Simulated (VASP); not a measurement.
Computed with PBE GGA, VASP's PBE PAW potentials (set 64) (plane waves; VASP).

Input for VASP

INCAR:
```
SYSTEM = Tb
PREC = Accurate
ENCUT = 150
EDIFF = 1E-6
NELM = 100
ALGO = Normal
LREAL = .FALSE.
LASPH = .TRUE.
ISMEAR = 1
SIGMA = 0.1
GGA = PE
LMAXMIX = 6
LWAVE = .FALSE.
LCHARG = .FALSE.
ISIF = 2
```

### POSCAR
```
Tb
1
    3.2949790000     0.0000000000     0.0000000000
    0.0000000000     3.2949790000     0.0000000000
    0.0000000000     0.0000000000     3.2949790000
Tb
1
Direct
  0.0000000000   0.0000000000   0.0000000000
```

File KPOINTS:
```
Automatic mesh
0
gamma
  10 10 10
```

POTCAR, in this order: Tb_3 (PBE.64 set). Program: vasp_std.

Output

**OSZICAR**
```
       N       E                     dE             d eps       ncg     rms          rms(c)
DAV:   1    -0.116182724427E+01   -0.11618E+01   -0.25082E+03   944   0.342E+02
DAV:   2    -0.373008062806E+01   -0.25683E+01   -0.24584E+01  1136   0.368E+01
DAV:   3    -0.376611191560E+01   -0.36031E-01   -0.36017E-01  1352   0.389E+00
DAV:   4    -0.376624028571E+01   -0.12837E-03   -0.12837E-03  1200   0.141E-01
DAV:   5    -0.376624039377E+01   -0.10806E-06   -0.10808E-06  1344   0.369E-03    0.122E+01
DAV:   6    -0.376771813927E+01   -0.14777E-02   -0.10553E-02   976   0.670E-01    0.715E+00
DAV:   7    -0.377222268507E+01   -0.45045E-02   -0.14447E-02  1040   0.769E-01    0.977E-02
DAV:   8    -0.377203128333E+01    0.19140E-03   -0.11695E-03   992   0.243E-01    0.125E-02
DAV:   9    -0.377203390931E+01   -0.26260E-05   -0.14634E-05  1336   0.360E-02    0.106E-02
DAV:  10    -0.377203358431E+01    0.32500E-06   -0.25422E-06  1024   0.117E-02
   1 F= -.37720336E+01 E0= -.37724898E+01  d E =0.136877E-02
```

### OUTCAR
```
------------------------ aborting loop because EDIFF is reached ----------------------------------------
  FORCE on cell =-STRESS in cart. coord.  units (eV):
  Direction    XX          YY          ZZ          XY          YZ          ZX
  --------------------------------------------------------------------------------------
  Total       -0.3005458     -0.3005458     -0.3005458      0.0000000      0.0000000     -0.0000000
  in kB      -13.4605661    -13.4605661    -13.4605661      0.0000000      0.0000000     -0.0000000
  external PRESSURE =     -13.4605661 kB  Pullay stress =       0.0000000 kB
  volume of cell :       35.77
      direct lattice vectors                 reciprocal lattice vectors
     3.294979000  0.000000000  0.000000000     0.303492071  0.000000000  0.000000000
     0.000000000  3.294979000  0.000000000     0.000000000  0.303492071  0.000000000
     0.000000000  0.000000000  3.294979000     0.000000000  0.000000000  0.303492071
 POSITION                                       TOTAL-FORCE (eV/Angst)
 -----------------------------------------------------------------------------------
      0.00000      0.00000      0.00000         0.000000      0.000000      0.000000
 -----------------------------------------------------------------------------------
    total drift:                                0.000000     -0.000000     -0.000000
  FREE ENERGIE OF THE ION-ELECTRON SYSTEM (eV)
  ---------------------------------------------------
  free  energy   TOTEN  =        -3.7720335843 eV

  energy  without entropy=       -3.7734023570  energy(sigma->0) =       -3.77248984
```
(Selected blocks of OUTCAR.)

The 4f electrons are frozen in the core of the lanthanide potential, so 4f levels, which can set the real gap, and their magnetism are missing. At this cut-off the stress carries a Pulay error, which pulls relaxed volumes low.

The structure was generated: Tb was put into the simple-cubic type (Pm-3m), which need not be its known phase. The cell was not relaxed at this level. The run is one of a series of settings (ENCUT = 150 against the base run), some of them coarse on purpose.
